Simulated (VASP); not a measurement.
Input:

```yaml
crystal:
  lattice:
    - [-4.06024, 4.06024, 3.22565]
    - [4.06024, -4.06024, 3.22565]
    - [4.06024, 4.06024, -3.22565]
  atoms:
    - { symbol: Tl, position: [0.75000, 0.75000, 0.00000] }
    - { symbol: Tl, position: [0.25000, 0.25000, 0.00000] }
    - { symbol: Ga, position: [0.75000, 0.25000, 0.50000] }
    - { symbol: Ga, position: [0.25000, 0.75000, 0.50000] }
    - { symbol: Se, position: [0.34077, 0.15923, 0.50000] }
    - { symbol: Se, position: [0.65923, 0.84077, 0.50000] }
    - { symbol: Se, position: [0.15923, 0.65923, 0.81847] }
    - { symbol: Se, position: [0.84077, 0.34077, 0.18153] }
```

Method: r2SCAN meta-GGA, VASP's PBE PAW potentials (set 64) (plane waves; VASP). Numerical set-up: 400 eV cut-off, 4×4×4 Γ-centred mesh, Gaussian smearing of 0.050 eV, potentials Tl_d Ga_d Se.

Unless said otherwise, spin-orbit coupling is left out, though it shifts the bands of the heavy elements here.

### Question
Estimate the energy per atom (σ→0), band gap (on the k-mesh) with the smallest direct gap where there is one.

### Answer

| Quantity | Value |
|---|---|
| band gap (on the k-mesh) | 0.84 eV |
| smallest direct gap (on the k-mesh) | 0.84 eV |
| energy per atom (σ→0) | -23.989 eV/atom |

Total energies compare only between runs with the same potentials, cut-off and functional.

The structure comes from a computed database's TlGaSe2 entry (I4/mcm); how it stands against other phases isn't given here. It was relaxed first. The start is the result of an earlier pass.
